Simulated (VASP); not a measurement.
CdSe (zinc blende), at 1.04 of the tabulated volume:

```xyz
2
Lattice="0.0000 3.0648 3.0648 3.0648 0.0000 3.0648 3.0648 3.0648 0.0000" Properties=species:S:1:pos:R:3 pbc="T T T"
Cd     0.0000     0.0000     0.0000
Se     1.5324     1.5324     1.5324
```

The lowest empty band near Γ, direction [100], from PBE with spin-orbit coupling in VASP (PAW); its two spin partners are averaged. The gap over the points computed is 0.44 eV, and the next band on that side lies 5.11 eV away at the edge.

Settings: 400 eV cut-off, 8×8×8 Γ-centred mesh, Gaussian smearing of 0.050 eV, potentials Cd Se.

```
distance from the edge in k (1/Å)  distance in energy (meV)
---------------------------------  ------------------------
0.012                                                  10.4
0.018                                                  22.9
0.025                                                  42.5
0.035                                                  78.3
0.050                                                 143.7
0.070                                                 244.5
```

Q: Fit E(1 + αE) = ħ²k²/2m* (ħ²/2m0 = 3.810 eV Å²) and predict the row at 0.095 1/Å.

A: Least squares on the energies gives the electron mass m* = 0.052 m0 and α = 1.94 per eV, and so 381.4 meV. The run gave 382.3 meV, +0.9 meV from the fit. So light an electron mass at Γ scales with the gap, and carries this level's error in it.

Left out are points under 3 meV from the edge, since the levels carry 0.1 meV, and points farther than half the way to the next band.

The compound is CdSe in the zinc blende structure, whereas wurtzite is the usual form. The cell was not relaxed at this level.
